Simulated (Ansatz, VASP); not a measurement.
# SiTe2 (1T-SiTe2 monolayer) in two plane-wave programs

Aim: how closely do two programs agree when they are given the same cell, functional and k mesh? Of the first pair: The structure shown is the start of the Ansatz relaxation below; VASP solves that cell, so the two are compared at the walk's first step.

Program: Ansatz 0.2.0. Level of theory: plane waves, with VASP 6.6.1 beside it; single point at LDA. Results are calculated unless marked as measured.

**1. The structure**

The cell holds 3 atoms: 2 Te and 1 Si. Cell: a = 3.423 Å, b = 3.423 Å, c = 36.421 Å, α = 90.0°, β = 90.0°, γ = 120.0°. Vacuum lies along c.

Coordinates:

```cif
data_structure
_symmetry_space_group_name_H-M 'P 1'
_symmetry_Int_Tables_number 1
_cell_length_a 3.4226
_cell_length_b 3.4226
_cell_length_c 36.4206
_cell_angle_alpha 90.000
_cell_angle_beta 90.000
_cell_angle_gamma 120.000
_cell_volume 369.48
loop_
_atom_site_label
_atom_site_type_symbol
_atom_site_fract_x
_atom_site_fract_y
_atom_site_fract_z
_atom_site_occupancy
Te1 Te 0.66667 0.33333 0.46265 1
Te2 Te 0.33333 0.66667 0.53735 1
Si3 Si 0.00000 0.00000 0.50000 1
```

**2. Ansatz: relaxation, LDA**

Ansatz runs on its default PAW (the set named soft_2) files.

The two programs are compared at the cell with which this relaxation starts, whose forces are those of its first step.

Input file input.yaml:

```yaml
crystal:
  lattice:
    - [3.422597, 0.0, 0.0]
    - [-1.7112985, 2.9640559489, 0.0]
    - [0.0, 0.0, 36.4206452122]
  atoms:
    - { symbol: Te, position: [0.6666666667, 0.3333333333, 0.462649684] }
    - { symbol: Si, position: [0.0, 0.0, 0.5] }
    - { symbol: Te, position: [0.3333333333, 0.6666666667, 0.537350316] }
  periodic: [true, true, false]
kpoints:
  mp_grid: { grid: [12, 12, 1] }
hamiltonian:
  xc: lda
scf:
  occupations: { method: fermi_dirac, width: 0.05 }
  convergence: { dr2_threshold: 1.0e-09 }
relax:
  f_tol: 0.004
  max_steps: 90
  cell: {}
output:
  write_potential: true
  write_density: true
  volumetric_format: npy
```

Command:

```
$ ansatz run input.yaml --threads 4 --pin off --max-ram 6144MiB --backend cpu --events-out ev --progress --plain --runs-dir out
```

Numbers of over 12 decimals in the logs are rounded to 6 here.

Output:

```text
Warning: relax.cell: scf.convergence.dr2_threshold = 1e-9 eV is looser than the 1.85397116186e-10 eV advised for a relaxation that steers and ends on the stress (1e-10 eV for each atom of the cell: 3, times the square of relax.cell.stress_2d_tol = 0.05 N/m over 12.7 Å (the atoms' height at the walk's start and 5 Å past either face), 3.931e-2 GPa, over a crystal's default 0.05). What an SCF threshold leaves in a stress goes as its square root, and in the free energy as the threshold itself, and one threshold admits the most on a small cell: [figures from the program's tests cut] Set scf.convergence.dr2_threshold to 1.85397116186e-10 eV or tighter. [rest of the remark cut]
Engine: ansatz 0.2.0, aarch64-unknown-linux-gnu
Pseudopotentials: kind: paw
Pseudopotential: Te, paw, valence charge 16, recommended cutoff 420 eV (normal), Te.paw.azcp
Pseudopotential: Si, paw, valence charge 4, recommended cutoff 420 eV (normal), Si.paw.azcp
Functional definition: SPW92
  exchange = slater_x
  correlation = pw_c
Crystal: 3 atoms, lattice volume = 369.479 Å³
Basis set: ecut = 420 eV, 7201 PW (Γ)
Bands: 22, of which v1, the nominal top of the filled ones, is band 18 counted from 1 (17 counted from 0)
Symmetry: 12 space group operations
Space group: P-3m1 (ITA 164), of the structure as read, at distance tolerance 7.2e-5 Å
k-points: 19 of 144
Non-local potential: Te, projectors of the file, l = 0: 2, l = 1: 2, l = 2: 2, l = 3: 2
Non-local potential: Si, projectors of the file, l = 0: 2, l = 1: 2, l = 2: 2
PAW form: soft (Blöchl's): semilocal exchange-correlation on the pseudo side does not see the compensation charge
PAW frozen core: Te, regenerated for the run's functional, and the local potential with it (the file was generated under x = pbe(κ = 0.804, μ = 0.219515), c = pbe(β = 0.066725))
PAW frozen core: Si, regenerated for the run's functional, and the local potential with it (the file was generated under x = pbe(κ = 0.804, μ = 0.219515), c = pbe(β = 0.066725))
PAW one-centre angular grid: Te, 590 points (default); XC on 64 Gauss nodes
PAW one-centre angular grid: Si, 110 points (default); XC on 64 Gauss nodes
Initial density: superposition of atomic densities (neutral atoms: chi_scale 0, normalization atom), corrected by the library's trained network
Initial wavefunctions: pseudopotential atomic-orbital guess
Functional: x = slater, c = lda
SCF iter   1: F=—  HF=-14260.598663 eV  |F-HF|=—  |Δ(HF+E_count)|=         —  Δρ=2.68e-3  dr2=4.49e-2  ethr=1.77e-3  ⟨swp⟩=16.7  Hψ=3855  notcnv=0
preconditioner: auto → LDOS  [insulator: Δε(μ)=0.366 eV  Ē_g=10.029 eV  σ=0.050 eV  W_gap=0.58  n_scr=20 (ndim 8)  ℏωp=7.7 eV  f_vac=0.803  D(μ)=1.62/eV (n_scr^D=10)  ε∞_Penn≈1.6  β→1.0]
SCF iter   2: F=—  HF=-14260.590812 eV  |F-HF|=—  |Δ(HF+E_count)|=   7.85e-3  Δρ=1.27e-3  dr2=1.58e-2  ethr=1.25e-4  ⟨swp⟩=4.9  Hψ=1331  notcnv=0
SCF iter   3: F=—  HF=-14260.588028 eV  |F-HF|=—  |Δ(HF+E_count)|=   2.78e-3  Δρ=5.64e-4  dr2=2.39e-3  ethr=4.40e-5  ⟨swp⟩=3.3  Hψ=1033  notcnv=0
SCF iter   4: F=—  HF=-14260.587425 eV  |F-HF|=—  |Δ(HF+E_count)|=   6.03e-4  Δρ=8.16e-5  dr2=5.82e-5  ethr=6.65e-6  ⟨swp⟩=3.7  Hψ=1078  notcnv=0
SCF iter   5: F=—  HF=-14260.587438 eV  |F-HF|=—  |Δ(HF+E_count)|=   1.31e-5  Δρ=2.37e-5  dr2=4.31e-6  ethr=1.62e-7  ⟨swp⟩=3.7  Hψ=934  notcnv=0
SCF iter   6: F=—  HF=-14260.587434 eV  |F-HF|=—  |Δ(HF+E_count)|=   3.45e-6  Δρ=6.29e-6  dr2=2.05e-7  ethr=1.20e-8  ⟨swp⟩=3.9  Hψ=1006  notcnv=0
SCF iter   7: F=—  HF=-14260.587389 eV  |F-HF|=—  |Δ(HF+E_count)|=   4.55e-5  Δρ=9.48e-7  dr2=3.50e-9  ethr=5.69e-10  ⟨swp⟩=3.1  Hψ=964  notcnv=0
SCF iter   8: F=-14260.587389 eV  HF=-14260.587389 eV  |F-HF|=2.73e-11  |Δ(HF+E_count)|=   8.84e-9  Δρ=2.40e-7  dr2=2.72e-10  ethr=2.78e-12  ⟨swp⟩=14.3  Hψ=3806  notcnv=0
SCF 1 converged in 8 iterations: F = -14260.587389 eV  dr2 = 2.72e-10
  greatest PAW one-centre occupation: 1.000 electrons in one spin orbital (limit 2), on the Te atom at site 2 (counted from 0), in its partial waves of l = 2
relax step   1: F+E_penalty+E_count = -14260.58738868 eV  Δ(F+E_penalty+E_count) = +0.000e0 eV  max|allowed force component| = 5.662e0 eV/Å  Δτ_max = 0.0000 Å  P = +23.274 N/m  Ω = 369.479 Å³  fix = [c, alpha, beta]  reactions: c +0.000 N/m  (8 SCF iters, accepted)
[...]
relax step   6: F+E_penalty+E_count = -14262.82298727 eV  Δ(F+E_penalty+E_count) = -4.454e-5 eV  max|allowed force component| = 5.067e-4 eV/Å  Δτ_max = 0.0007 Å  P = +0.005 N/m  Ω = 435.430 Å³  energy of the carried Pulay correction = -3.668e-3 eV  fix = [c, alpha, beta]  reactions: c +0.000 N/m  (6 SCF iters, accepted)
[...]
relax step   7: F+E_penalty+E_count = -14262.82694011 eV  Δ(F+E_penalty+E_count) = -3.953e-3 eV  max|allowed force component| = 2.795e-4 eV/Å  Δτ_max = 0.0000 Å  P = +0.024 N/m  Ω = 435.430 Å³  fix = [c, alpha, beta]  reactions: c +0.000 N/m  stress off target by 2.35e-2 N/m on what of the cell is left free  SCF on the basis re-selected at this cell (its energy is not comparable with the rows above)  (6 SCF iters)
basis re-selected at this cell: Δ(F+E_penalty+E_count) = -3.953e-3 eV, ΔP = +0.019 N/m vs the last step (what re-selecting the basis moved, of the pressure what is left beyond the Pulay correction that the steps carried, after the strain that the cell walked since its last selection, with what the two solves' SCF thresholds leave and, on support functions, any second-order correction that the steps lacked; it is no measure of the basis error at this ecutwfc). The dense FFT grid was sized anew with the basis: this SCF ran on 25×25×250 points, the steps before it on 24×24×250, so part of this shift can come from that change (see relax.cell in the input reference). [rest of the remark cut]
WARN: The output density's exchange-correlation potential varies sharply where the density is thin. Do not read a vacuum level from v_tot or v_xc, or from such a field of the output density. On a cell that repeats whose density bears no net charge and no dipole along the vacuum's axis use v_es (v_loc + v_h of the components); under efield.dipole_correction with no amplitude use v_es + v_field, which holds any externa [...]
SCF converged after 6 iterations
Free energy (F): -14262.826940 eV
Harris-Foulkes:  -14262.826940 eV  (|F-HF|=4.50e-9)
Internal energy: -14262.814128 eV  (E = F + TS)
E sigma→0 (E₀):  -14262.820534 eV
Entropy (-TS):   -0.012812 eV (-4.271 meV/atom)
Fermi energy:    -4.969287 eV
--- Per-component energies (eV) ---
  E_band       = -997.490467
  E_kinetic    = 406.453145
  E_local      = -73727.309396  (includes V_loc(G=0)·N_el)
  E_nonlocal   = -583.547414
  E_hartree    = 36966.549597
  E_xc         = -303.420601
  E_vxc        = -258.083054  (∫ρ·V_xc dr)
  E_paw        = -9506.069787  (= ΣΔE_a)
  E_vpaw       = -768.102592  (= ΣTr[D̂ρ^β])
  E_aug_tail   = -0.000389  (compensation charges beyond the density's cutoff)
  E_ewald      = 32483.089062
  E_core_change = 1.441653  (= ΣΔE_core)
  E_smearing   = -0.012812  (= −TS)
  E_closure    = -0.000000  (closes the sum)
  Σ components = -14262.826940   (vs F -14262.826940, Δ=0.00e0)
--- Forces (eV/Å), atoms counted from 1 ---
  atom   1  Te     0.00000000     0.00000000    -0.00027953
  atom   2  Si     0.00000000     0.00000000     0.00000000
  atom   3  Te    -0.00000000    -0.00000000     0.00027953
  max |Σ_I F_I| component: 5.78e-19 eV/Å
--- 2D stress c σ (N/m, compression-positive) ---
        0.023540      -0.000000       0.000000
       -0.000000       0.023540      -0.000000
        0.000000      -0.000000       0.000000
  P = ½ c Tr σ = 0.0235 N/m
--- Band table (eV; the first three rows and the last of 19) ---
  k-point 0: bands = [... 14 lower, -5.5150, -5.5150, -4.9210, -4.9210, -3.4977, -1.7742, -1.6138, -1.6138]
  k-point 1: bands = [... 14 lower, -6.5023, -5.9118, -5.4210, -4.7423, -2.9423, -1.9416, -1.5014, -1.1640]
  k-point 2: bands = [... 14 lower, -6.9292, -6.5173, -6.4558, -4.7487, -3.2383, -1.7292, -1.1413, -0.6042]
  k-point 18: bands = [... 14 lower, -9.6890, -9.5296, -6.5272, -6.5272, -4.4249, -0.9533, -0.9533, -0.4064]
  the weakly bound empty levels are not read free of the cell's end (no_gap_told)
--- Relaxed structure (6 steps of the walk, 6 accepted, 1 SCFs on fresh bases) ---
  F+E_penalty+E_count = -14262.82694011 eV   max|allowed force component| = 2.795e-4 eV/Å   (the final SCF, on the basis selected at the relaxed cell)
  cell:  # Å, volume = 435.4295 Å³
    - [3.715522, 0.0, 0]
    - [-1.857761, 3.217736, 0]
    - [0, 0, 36.4206452122]
  atoms:
    - { symbol: Te, position: [0.666667, 0.333333, 0.455825] }
    - { symbol: Si, position: [0, 0, 0.5] }
    - { symbol: Te, position: [0.333333, 0.666667, 0.544175] }
```

**3. VASP: single point, LDA, start cell, pair 1**

The same cell, functional (in two slightly different forms), mesh and smearing now go to VASP, with its own data sets.

Lines of VASP's logs that name or quote its potential files are left out, and so is its time.

Input file INCAR:

```
SYSTEM = SiTe2
PREC = Accurate
ENCUT = 400
EDIFF = 1E-06
NELM = 120
ISMEAR = -1
SIGMA = 0.05
LREAL = .FALSE.
ALGO = Normal
GGA = PW92
NBANDS = 14
LORBIT = 11
LWAVE = .FALSE.
LCHARG = .FALSE.
ISIF = 2
LDIPOL = .TRUE.
IDIPOL = 3
DIPOL = 0.5 0.5 0.5
LVHAR = .TRUE.
LASPH = .TRUE.
GGA_COMPAT = .FALSE.
NELMDL = -8
```

Input file POSCAR:

```
SiTe2
1.0
    3.4225970000      0.0000000000      0.0000000000
   -1.7112980000      2.9640560000      0.0000000000
    0.0000000000      0.0000000000     36.4206450000
Te Si
2 1
Direct
    0.6666666667      0.3333333333      0.4626496867
    0.3333333333      0.6666666667      0.5373503133
    0.0000000000      0.0000000000      0.5000000000
```

Input file KPOINTS:

```
Automatic mesh
0
Gamma
12 12 1
0 0 0
```

PAW data sets: Te and Si (LDA family, release 64).

Command:

```
$ mpirun -np 1 vasp_std
```

Output:

```text
[banner, memory and clock lines left out]
running    1 mpi-ranks, on    1 nodes
 distrk:  each k-point on    1 cores,    1 groups
 distr:  one band on    1 cores,    1 groups

 POSCAR found type information on POSCAR TeSi
 POSCAR found :  2 types and       3 ions
|                                                                             |
|               ----> ADVICE to this user running VASP <----                  |
|                                                                             |
|     You enforced a specific xc type in the INCAR file but a different       |
|     [... a line on the potential file left out ...]
|     I HOPE YOU KNOW WHAT YOU ARE DOING!                                     |
|                                                                             |

 LDA part: xc-table for (Slater(with rela. corr.)+PW92), standard interpolation
 POSCAR, INCAR and KPOINTS ok, starting setup
 FFT: planning ... GRIDC
 FFT: planning ... GRID_SOFT
 FFT: planning ... GRID
 WAVECAR not read
 entering main loop
       N       E                     dE             d eps       ncg     rms          rms(c)
DAV:   1     0.115452876264E+03    0.11545E+03   -0.39172E+03   532   0.611E+02
DAV:   2    -0.138496618608E+01   -0.11684E+03   -0.10595E+03   940   0.125E+02
DAV:   3    -0.111144649772E+02   -0.97295E+01   -0.95599E+01   736   0.484E+01
DAV:   4    -0.114223719821E+02   -0.30791E+00   -0.30642E+00   808   0.107E+01
DAV:   5    -0.114327758789E+02   -0.10404E-01   -0.10399E-01   892   0.190E+00
DAV:   6    -0.114329320880E+02   -0.15621E-03   -0.15620E-03   804   0.177E-01
DAV:   7    -0.114329416843E+02   -0.95963E-05   -0.95962E-05   868   0.364E-02
DAV:   8    -0.114329423153E+02   -0.63105E-06   -0.63108E-06   702   0.624E-03    0.168E+01
DAV:   9    -0.110881606273E+02    0.34478E+00   -0.33467E-01   682   0.391E+00    0.877E+00
DAV:  10    -0.110194833896E+02    0.68677E-01   -0.23123E-01   730   0.273E+00    0.176E+00
DAV:  11    -0.110157587125E+02    0.37247E-02   -0.22955E-02   696   0.104E+00    0.351E-01
DAV:  12    -0.110155279992E+02    0.23071E-03   -0.25238E-03   764   0.305E-01    0.243E-01
DAV:  13    -0.110156147707E+02   -0.86771E-04   -0.52127E-04   688   0.130E-01    0.102E-01
DAV:  14    -0.110157082525E+02   -0.93482E-04   -0.97131E-05   774   0.535E-02    0.319E-02
[...]
DAV:  18    -0.110163509431E+02   -0.17748E-03   -0.35450E-05   640   0.183E-02    0.718E-03
DAV:  19    -0.110163890293E+02   -0.38086E-04   -0.14078E-06   660   0.442E-03    0.406E-03
DAV:  20    -0.110164416190E+02   -0.52590E-04   -0.26787E-06   654   0.552E-03    0.560E-03
DAV:  21    -0.110164484802E+02   -0.68612E-05   -0.88888E-08   578   0.142E-03    0.276E-03
DAV:  22    -0.110164572351E+02   -0.87550E-05   -0.26433E-07   550   0.170E-03    0.136E-03
DAV:  23    -0.110164590432E+02   -0.18080E-05   -0.32132E-08   572   0.704E-04    0.913E-04
DAV:  24    -0.110164608138E+02   -0.17706E-05   -0.19398E-08   506   0.475E-04    0.222E-04
DAV:  25    -0.110164615987E+02   -0.78489E-06   -0.97226E-09   512   0.322E-04
   1 F= -.11016462E+02 E0= -.11010892E+02  d E =-.111390E-01
```

Parts of OUTCAR (step 3):

```text
ion  position               nearest neighbor table
   1  0.667  0.333  0.463-   3 2.40   3 2.40   3 2.40   2 3.36   2 3.36   2 3.36
   2  0.333  0.667  0.537-   3 2.40   3 2.40   3 2.40   1 3.36   1 3.36   1 3.36
   3  0.000  0.000  0.500-   1 2.40   2 2.40   2 2.40   1 2.40   1 2.40   2 2.40

  LATTYP: Found a hexagonal cell.
 ALAT       =     3.4225970000
 C/A-ratio  =    10.6412309133

 Subroutine GETGRP returns: Found 12 space group operations
 (whereof 12 operations were pure point group operations)

The static configuration has the point symmetry D_3d.

 Found     19 irreducible k-points:

   k-points           NKPTS =     19   k-points in BZ     NKDIM =     19   number of bands    NBANDS=     14

   dimension x,y,z NGX =    24 NGY =   24 NGZ =  240
   dimension x,y,z NGXF=    48 NGYF=   48 NGZF=  480

   ENCUT  =  400.0 eV  29.40 Ry    5.42 a.u.   5.58  5.58 59.39*2*pi/ulx,y,z

   NELECT =      16.0000    total number of electrons

 k-points in reciprocal lattice and weights: Automatic mesh
   0.00000000  0.00000000  0.00000000       0.007
   0.08333333  0.00000000  0.00000000       0.042
   0.16666667  0.00000000  0.00000000       0.042
   0.25000000  0.00000000  0.00000000       0.042
   0.33333333 -0.00000000  0.00000000       0.042
   0.41666667  0.00000000  0.00000000       0.042
   0.50000000  0.00000000  0.00000000       0.021
   0.08333333  0.08333333  0.00000000       0.042
   0.16666667  0.08333333  0.00000000       0.083
[...]
0.33333333  0.25000000  0.00000000       0.083
   0.33333333  0.33333333  0.00000000       0.014

 dipolmoment           0.000000      0.000000     -0.000000 electrons x Angstroem

 average (electrostatic) potential at core
       1 -97.6476       2 -97.6476       3 -94.0646

 E-fermi :  -2.4430

 k-point     1 :       0.0000    0.0000    0.0000
  band No.  band energies     occupation
    ...
      4      -4.5682      2.00000
      5      -3.5762      2.00000
      6      -3.5762      2.00000
      7      -2.8734      1.99963
      8      -2.8734      1.99963
      9       0.3963      0.00000
     10       1.3029      0.00000
     11       1.4817      0.00000
     12       1.8581      0.00000
     13       1.8581      0.00000
    ...

 k-point     2 :       0.0833    0.0000    0.0000
  band No.  band energies     occupation
    ...
      3      -8.9418      2.00000
      4      -4.9012      2.00000
      5      -4.4647      2.00000
      6      -4.2379      2.00000
      7      -3.1841      2.00000
      8      -2.3639      0.34100
      9       0.7989      0.00000
     10       1.3233      0.00000
     11       1.5278      0.00000
     12       1.7237      0.00000
    ...

 k-point     3 :       0.1667    0.0000    0.0000
  band No.  band energies     occupation
    ...
      3      -8.7053      2.00000
      4      -6.8477      2.00000
      5      -5.0925      2.00000
      6      -4.3758      2.00000
      7      -4.2840      2.00000
      8      -2.1170      0.00294
      9      -0.4036      0.00000
     10       1.7151      0.00000
     11       1.9274      0.00000
     12       1.9776      0.00000
    ...

  Total       15.0781024     15.0781030     15.7442638      0.0000025      0.0000000      0.0000000
  in kB       65.3833953     65.3833975     68.2720803      0.0000110      0.0000000      0.0000000
  external PRESSURE =      66.3462910 kB  Pullay stress =       0.0000000 kB

  energy-cutoff  :      400.00
  volume of cell :      369.48
      direct lattice vectors                 reciprocal lattice vectors
     3.422597000  0.000000000  0.000000000     0.292175795  0.168687722  0.000000000
    -1.711298000  2.964056000  0.000000000     0.000000000  0.337375542  0.000000000
     0.000000000  0.000000000 36.420645000     0.000000000  0.000000000  0.027456955

 POSITION                                       TOTAL-FORCE (eV/Angst)
 -----------------------------------------------------------------------------------
      1.71130      0.98802     16.85000         0.000000      0.000000     -5.793355
      0.00000      1.97604     19.57065         0.000000     -0.000000      5.793355
      0.00000      0.00000     18.21032         0.000000      0.000000      0.000000
 -----------------------------------------------------------------------------------
    total drift:                               -0.000000      0.000000      0.000000

  FREE ENERGIE OF THE ION-ELECTRON SYSTEM (eV)
  ---------------------------------------------------
  free  energy   TOTEN  =       -11.0164615987 eV

  energy  without entropy=      -11.0053226191  energy(sigma->0) =      -11.01089211

 vacuum level on the upper side and lower side of the slab         2.510         2.510

 total charge
# of ion       s       p       d       tot
------------------------------------------
    1        1.400   2.170   0.105   3.675
    2        1.400   2.170   0.105   3.675
    3        0.764   1.007   0.000   1.770
--------------------------------------------------
tot          3.563   5.347   0.209   9.120

[... 3 further parts left out ...]
```

**4. Differences**

Known differences besides the potentials themselves: Ansatz cuts the interaction across the vacuum, VASP repeats the sheet with a dipole correction; the data sets hold 36 valence electrons in Ansatz (on its default PAW (the set named soft_2) files) and 16 in VASP; the cutoff is 420 eV in Ansatz and 400 eV in VASP; VASP's log shows a relativistic correction to its local exchange, Ansatz's none. Total energies have different zeros and are not compared.

Forces (eV/Å; atoms numbered as in POSCAR):

| atom | Ansatz x, y, z | VASP x, y, z |
| --- | --- | --- |
| Te1 | 0.000, 0.000, -5.662 | 0.000, 0.000, -5.793 |
| Te2 | 0.000, 0.000, 5.662 | 0.000, 0.000, 5.793 |
| Si3 | 0.000, 0.000, 0.000 | 0.000, 0.000, 0.000 |

The forces differ by 62 meV/Å r.m.s., which is 2.3 % of the r.m.s. force of 2.731 eV/Å (both taken over all components). With vacuum in the cell, a pressure given here is an average over mostly empty space and none of the material.

(Part 1 of 2 ends here.)

[Lines on the potential files, build, host, timing and source positions are cut from VASP's logs without a mark.]

[Logs are printed without paths, hosts, clocks, repeated set-up lines and the standing remarks that a program may print on its own settings, such as how far it seeks lower states.]

[Hosts, paths, dates, database ids (printed as entryN), source tags and the programs' standing remarks are cut or masked in the printed files.]
